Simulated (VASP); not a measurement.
```
CELL_PARAMETERS angstrom
      0.00000     2.99413     2.99413
      2.99413     0.00000     2.99413
      2.99413     2.99413     0.00000
ATOMIC_POSITIONS crystal
  In 0.00000 0.00000 0.00000
  As 0.25000 0.25000 0.25000
```

These are vdW-DF-cx, VASP's PBE PAW potentials (set 64) (plane waves; VASP 6.6.1) values and carry that method's errors. Run with 520 eV cut-off, 10×10×10 Γ-centred mesh, first-order Methfessel-Paxton smearing of 0.10 eV, potentials In_d As.

### Question
Give the stress tensor in GPa (positive for a compressed cell).

### Answer

```
3.84  0.00  0.00
0.00  3.84  0.00
0.00  0.00  3.84
```
The pressure is its mean diagonal, 3.84 GPa.

The compound is InAs in the zinc blende structure. This cell is one point of a volume scan, at 0.94 of the reference volume.
